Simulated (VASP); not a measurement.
Here is the system:

```xyz
4
Lattice="3.9203 0.0000 0.0000 0.0000 3.9203 0.0000 0.0000 0.0000 3.9203" Properties=species:S:1:pos:R:3 pbc="T T T"
Pd     0.0000     0.0000     0.0000
Pd     1.9602     1.9602     0.0000
Pd     1.9602     0.0000     1.9602
Au     0.0000     1.9602     1.9602
```

Computed with PBEsol GGA, VASP's PBE PAW potentials (set 64) (plane waves; VASP). Numerical set-up: 400 eV cut-off, 9×9×9 Γ-centred mesh, tetrahedra with Blöchl corrections, potentials Pd Au.

Unless said otherwise, spin-orbit coupling is left out, though it shifts the bands of the heavy elements here.

**Question.** Tabulate the total density of states (states/eV per cell) against energy (eV; zero at the valence-band maximum or, without a gap, the Fermi level).

**Answer.** 
(E (eV), DOS (states/eV)): (-9.94, 0.00); (-9.74, 0.00); (-9.64, 0.00); (-9.44, 0.00); (-9.24, 0.00); (-9.05, 0.00); (-8.95, 0.00); (-8.75, 0.00); (-8.55, 0.00); (-8.46, 0.00); (-8.26, 0.00); (-8.06, 0.00); (-7.86, 0.13); (-7.76, 0.16); (-7.57, 0.22); (-7.37, 0.29); (-7.17, 0.34); (-7.07, 0.38); (-6.88, 0.45); (-6.68, 0.56); (-6.58, 0.62); (-6.38, 0.77); (-6.19, 1.21); (-5.99, 1.92); (-5.89, 3.32); (-5.69, 3.06); (-5.50, 4.38); (-5.40, 5.58); (-5.20, 9.58); (-5.00, 8.47); (-4.80, 6.62); (-4.71, 7.32); (-4.51, 6.47); (-4.31, 4.71); (-4.12, 4.14); (-4.02, 4.14); (-3.82, 5.37); (-3.62, 6.26); (-3.52, 5.86); (-3.33, 5.02); (-3.13, 7.19); (-2.93, 10.4); (-2.83, 13.1); (-2.63, 5.44); (-2.44, 6.51); (-2.34, 5.91); (-2.14, 8.08); (-1.95, 6.61); (-1.75, 5.87); (-1.65, 5.48); (-1.45, 6.01); (-1.25, 7.58); (-1.06, 6.00); (-0.96, 6.58); (-0.76, 6.84); (-0.56, 7.78); (-0.47, 10.9); (-0.27, 9.49); (-0.07, 5.98); (0.13, 4.31); (0.23, 2.68); (0.42, 1.04); (0.62, 0.95); (0.72, 0.95); (0.92, 1.03); (1.11, 1.25); (1.31, 1.35); (1.41, 1.33); (1.61, 1.19); (1.80, 0.85); (2.00, 0.77); (2.10, 0.89); (2.30, 0.77); (2.49, 0.82); (2.59, 0.88); (2.79, 0.99); (2.99, 1.28); (3.18, 0.99); (3.28, 1.01); (3.48, 1.06)
Within 2 eV below the Fermi level the largest weight inside VASP's projection spheres is Pd d.

The structure was generated: AuPd3 was put into an ordered model structure (Pm-3m), which need not be its known phase. It was relaxed first. The electron count is odd and the run is not spin-polarised, which forces a metal.
